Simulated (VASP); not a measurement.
Here is the system:

```xyz
2
Lattice="2.7339 0.0000 0.0000 -1.3670 2.3676 0.0000 0.0000 0.0000 2.6414" Properties=species:S:1:pos:R:3 pbc="T T T"
V      1.3670     0.7892     0.0000
N      0.0000     1.5784     1.3207
```

Level of theory: PBEsol GGA, VASP's PBE PAW potentials (set 64) (plane waves; VASP). Numerical set-up: 400 eV cut-off, 18×18×16 Γ-centred mesh, Fermi-Dirac smearing of 0.050 eV, potentials V_sv N.

At this cut-off the stress carries a Pulay error, which pulls relaxed volumes low.

**Question.** Estimate the energy per atom (σ→0), pressure, band gap (on the k-mesh) with the smallest direct gap where there is one.

**Answer.** 
```
Property                                                    Result
------------------------  ----------------------------------------
band gap (on the k-mesh)  none (metal, semimetal or under 0.01 eV)
energy per atom (σ→0)                              -10.482 eV/atom
pressure                                                -13.20 GPa
```

Only differences to runs with the same potentials and settings are physical.

The structure comes from a computed database's VN entry; how it stands against other phases isn't given here. The cell was not relaxed at this level. The run is not spin-polarised, so no magnetic state was tried.
